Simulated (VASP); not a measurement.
The system is Nb2SnSe.

```
Nb Sn Se
1.0
     4.50523    0.00000    0.00000
     0.00000    4.50523    0.00000
     0.00000    0.00000    4.64138
Nb Sn Se
2 1 1
Cartesian
  0.0000 2.2526 2.0190
  2.2526 0.0000 2.6224
  0.0000 0.0000 0.0000
  0.0000 0.0000 2.3207
```

The cell was built by a generator and needn't be a form met in nature.

```yaml
Program: VASP 6.6.1
Task: relaxation of cell and atoms
Functional: PBE
Potentials_or_basis: VASP PAW PBE potentials, release 64 (Nb_sv, Sn_d, Se)
Cutoff: 520 eV
k_mesh: 4 × 4 × 4
Occupations: gaussian, width 0.15 eV
Spin: no spin polarisation
```

At the start: pressure 29.5 GPa; volume 23.55 Å³/atom.

Problem. How do energy, volume and symmetry change on relaxing?

Solution. Over 23 steps the energy falls by 873.1 meV/atom and the volume is 29.02 Å³/atom (+23.2 %); space group P-4m2 (No. 115, to 0.05 Å).

The path:
```
step  energy change (eV)  largest force (eV/Å)  pressure (GPa)  volume (Å³)
   1              0.0000                1.7298           29.51        94.21
   2              3.4512                0.1260           -6.99       165.59
   3             -2.1736                0.4941           -7.38       143.42
   4             -2.5173                0.6838           -4.54       132.28
   5             -2.5893                0.8495           -1.70       125.11
   6             -2.5908                0.8190           -1.99       125.78
   7             -2.8335                1.1402            1.03       122.61
   8             -2.8384                1.1341            0.64       122.96
   9             -2.9626                1.0896           -0.57       124.20
  10             -3.1952                0.6579           -3.75       127.93
  11             -2.7762                0.0494           -7.53       135.42
  12             -3.1460                0.2558           -6.29       131.31
  13             -3.2161                0.2201           -4.93       129.20
  14             -3.2526                0.0926           -4.83       128.38
  15             -3.3339                0.1138           -4.31       125.92
  16             -3.4304                0.2499           -2.96       121.06
  17             -3.2207                1.2490            1.36       111.56
  18             -3.4376                0.4287           -2.68       120.07
  19             -3.4702                0.1089           -1.94       118.68
  20             -3.4802                0.0529           -1.52       118.01
  21             -3.4902                0.0672           -0.66       116.67
  22             -3.4912                0.0902           -0.32       116.24
  23             -3.4926                0.0301           -0.14       116.10
```

Final structure:
```cif
data_structure
_symmetry_space_group_name_H-M 'P 1'
_symmetry_Int_Tables_number 1
_cell_length_a 4.4483
_cell_length_b 4.4483
_cell_length_c 5.8673
_cell_angle_alpha 90.000
_cell_angle_beta 90.000
_cell_angle_gamma 90.000
_cell_volume 116.10
loop_
_atom_site_label
_atom_site_type_symbol
_atom_site_fract_x
_atom_site_fract_y
_atom_site_fract_z
_atom_site_occupancy
Nb1 Nb 0.00000 0.50000 0.33177 1
Nb2 Nb 0.50000 0.00000 0.66823 1
Sn1 Sn 0.00000 0.00000 0.00000 1
Se1 Se 0.00000 0.00000 0.50000 1
```

Caveat: the volume moved by over 15 % at a fixed basis, so the end points are rough.
